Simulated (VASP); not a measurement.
Energy against volume of BaTiO₃ (cubic perovskite). These are PW91 GGA, VASP's PBE PAW potentials (set 64) (plane waves; VASP) values and carry that method's errors. Settings: 520 eV cut-off, 6×6×6 Γ-centred mesh, Gaussian smearing of 0.050 eV, potentials Ba_sv Ti_sv O.

```json
[
 {"V (Å³/atom)": "12.317", "E (eV/atom)": "-8.03210"},
 {"V (Å³/atom)": "12.710", "E (eV/atom)": "-8.05280"},
 {"V (Å³/atom)": "13.104", "E (eV/atom)": "-8.05925"},
 {"V (Å³/atom)": "13.497", "E (eV/atom)": "-8.05366"}
]
```

**Question.** Fit these four points and predict the energy of the run at 13.890 Å³/atom.

**Answer.** A cubic in V^(−2/3), the third-order Birch-Murnaghan form, passes through the four points with V0 = 13.11 Å³/atom and B0 = 163 GPa, and gives -8.0380 eV/atom there. The run gave -8.0379 eV/atom, +0.1 meV/atom from the fit; all five points give B0 = 163 GPa.

The compound is BaTiO3 in the cubic perovskite structure, the ideal cubic form; the compound distorts at low or room temperature. It was relaxed first.
